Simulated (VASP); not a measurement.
# CBr₂ClF: harmonic vibrations of a molecule

CBr₂ClF, molecule in box, 5 atoms in the cell. PBE with D3(BJ), harmonic vibrations; PAW potentials F, C, Cl, Br (PBE set).

## Input

INCAR.step1:
```
PREC     = Accurate       # precision mode
ENCUT    = 400            # plane-wave cutoff, eV
EDIFF    = 1E-8           # SCF threshold, eV
ISMEAR   = 0              # smearing method
SIGMA    = 0.01           # smearing width, eV
ISYM     = 0            
LREAL    = F              # projectors in reciprocal space
LASPH    = T              # aspherical terms in the spheres
NELM     = 100            # most SCF steps
ALGO     = Normal         # electronic algorithm
LWAVE    = F              # write WAVECAR
LCHARG   = F              # write CHGCAR
GGA      = PE             # functional
IVDW     = 12             # dispersion correction
IBRION   = 2              # ionic algorithm
NSW      = 60             # ionic steps
ISIF     = 2              # what is computed and relaxed
EDIFFG   = -0.002         # ionic threshold
POTIM    = 0.5            # step
```

INCAR.step2, as INCAR.step1 but for:
```
- IBRION = 2
- NSW = 60
- ISIF = 2
- EDIFFG = -0.002
- POTIM = 0.5
+ IBRION = 5
+ NFREE = 2
+ POTIM = 0.015
+ NSW = 1
```

KPOINTS:
```
k-points
0
Gamma
  1 1 1
```

POSCAR.step1:
```
CBr2ClF
1.0
   12.0000000000      0.0000000000      0.0000000000
    0.0000000000     12.0000000000      0.0000000000
    0.0000000000      0.0000000000     12.0000000000
F C Cl Br
1 1 1 2
Direct
    0.5912000000      0.4045958300      0.5264625000
    0.4958083300      0.4580208300      0.5077208300
    0.4109666700      0.4459708300      0.6259625000
    0.4244250000      0.3905625000      0.3797041700
    0.5296833300      0.6129375000      0.4779208300
```

Commands (each step's output is kept before the next begins):
```
cat potpaw_PBE.64/F/POTCAR potpaw_PBE.64/C/POTCAR potpaw_PBE.64/Cl/POTCAR potpaw_PBE.64/Br/POTCAR > POTCAR
cp INCAR.step1 INCAR
cp POSCAR.step1 POSCAR
mpirun -np 4 vasp_gam > vasp.out
cp CONTCAR POSCAR
cp INCAR.step2 INCAR
mpirun -np 4 vasp_gam > vasp.out
```

## Result

- Vibrations (cm⁻¹; a negative value is imaginary): 1013, 753, 687, 449, 324, 290, 256, 185, 150
- Zero-point energy (eV): 0.255
- Translations and rotations, which should read zero (cm⁻¹): -7, -6, -1, 2, 7, 9
- Vibrational entropy at 298 K (meV/K): 0.471
- Displaced cells: 30
- Ionic steps, all stages: 41
- Electronic steps, all stages: 821

VASP 6.6.1 took 1304 s on 4 cores (Intel Xeon Platinum 8259CL @ 2.50GHz (Skylake/Cascade Lake)), a shared host.
